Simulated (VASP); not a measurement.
The input files of a VASP run:

**INCAR**
```
SYSTEM  =  PtAl2
PREC  =  Accurate; ENCUT  =  520; LREAL  =  .FALSE.
LASPH  =  .TRUE.
EDIFF  =  1E-7; NELM  =  100; ALGO  =  Normal
LMAXMIX  =  6
ISMEAR  =  1; SIGMA  =  0.1
GGA  =  MK; LUSE_VDW  =  .TRUE.; AGGAC  =  0.0
PARAM1  =  0.1234568; PARAM2  =  0.7114; ZAB_VDW  =  -1.8867
ISIF  =  2
LWAVE  =  .FALSE.; LCHARG  =  .FALSE.
```

**POSCAR**
```
PtAl2
1
    0.0000000000     2.9910853385     2.9910853385
    2.9910853385     0.0000000000     2.9910853385
    2.9910853385     2.9910853385     0.0000000000
Al Pt
2 1
Direct
  0.2500000000   0.2500000000   0.2500000000
  0.7500000000   0.7500000000   0.7500000000
  0.0000000000   0.0000000000   0.0000000000
```

KPOINTS:
```
Automatic mesh
0
Gamma
9 9 9
0 0 0
```

POTCAR, in this order: Al Pt (PBE.64 set). Program: vasp_std.

Translate this rev-vdW-DF2 calculation to Quantum ESPRESSO's pw.x.

One equivalent input (not run):
```
&CONTROL
  calculation = 'scf'
  pseudo_dir = './pseudo'
  outdir = './out'
  tprnfor = .true.
  tstress = .true.
/
&SYSTEM
  ibrav = 0
  nat = 3
  ntyp = 2
  ecutwfc = 84
  occupations = 'smearing'
  smearing = 'methfessel-paxton'
  degauss = 0.00735
  input_dft = 'vdw-df2-b86r'
/
&ELECTRONS
  conv_thr = 7.3e-09
  electron_maxstep = 100
/
ATOMIC_SPECIES
  Al 26.982 Al.upf
  Pt 195.084 Pt.upf
CELL_PARAMETERS angstrom
     0.0000000    2.9910853    2.9910853
     2.9910853    0.0000000    2.9910853
     2.9910853    2.9910853    0.0000000
ATOMIC_POSITIONS crystal
  Al   0.2500000  0.2500000  0.2500000
  Al   0.7500000  0.7500000  0.7500000
  Pt   0.0000000  0.0000000  0.0000000
K_POINTS automatic
  9 9 9 0 0 0
```
The two are equivalent in intent, not identical: the potentials are each code's own (VASP's PAW set, PseudoDojo norm-conserving files in pw.x), so ENCUT and ecutwfc are chosen apart and not converted; conv_thr bounds pw.x's estimated SCF error, while EDIFF bounds the energy change between steps.

The compound is PtAl2 in the fluorite structure. This cell is one point of a volume scan, at 1.03 of the reference volume.
